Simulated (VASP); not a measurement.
Hf3SnS4, 8 atoms in the cell. The structure is hexagonal, space group P-6m2 (No. 187). The conventional cell has a = 7.300 Å, b = 7.300 Å, c = 3.740 Å, α = 90.00°, β = 90.00°, γ = 120.00°. Hf (site symmetry mm2) has 6 S at 2.82 Å as nearest neighbours. Sn (site symmetry -6m2) has 6 S at 2.82 Å as nearest neighbours. S (site symmetry mm2) has 4 Hf at 2.82 Å and 2 Sn at 2.82 Å as nearest neighbours. S (site symmetry -6m2) is surrounded by 6 Hf at 2.82 Å. The cell was built by a generator and needn't be a form met in nature.

* Program: VASP 6.6.1
* Task: relaxation of cell and atoms
* Functional: PBE
* Potentials or basis: VASP PAW PBE potentials, release 64 (Hf_pv, Sn_d, S)
* Cutoff: 520 eV
* k mesh: 2 × 2 × 4
* Occupations: gaussian, width 0.15 eV
* Spin: no spin polarisation
* Further INCAR settings: PREC = Normal; ALGO = Fast; EDIFF = 0.0001; IBRION = 2; EDIFFG = -0.08; NSW = 24; ISIF = 3

Potentials or basis: VASP PAW PBE potentials, release 64 (Hf_pv, Sn_d, S).

Command:

```sh
$ cat potpaw_PBE.64/Hf_pv/POTCAR potpaw_PBE.64/Sn_d/POTCAR potpaw_PBE.64/S/POTCAR > POTCAR
$ mpirun -np 1 vasp_std > vasp.out
```

Hardware: 1 thread of Intel(R) Xeon(R) Platinum 8259CL CPU @ 2.50GHz (Skylake/Cascade Lake) (shared host).

Question: Estimate the wall time of this run.

Answer: Run time: 4.4 min on 1 thread of Intel(R) Xeon(R) Platinum 8259CL CPU @ 2.50GHz (Skylake/Cascade Lake), on a shared host, peak memory 0.22 GiB. Counts: scf iterations 85, k points 6, ion steps 10.
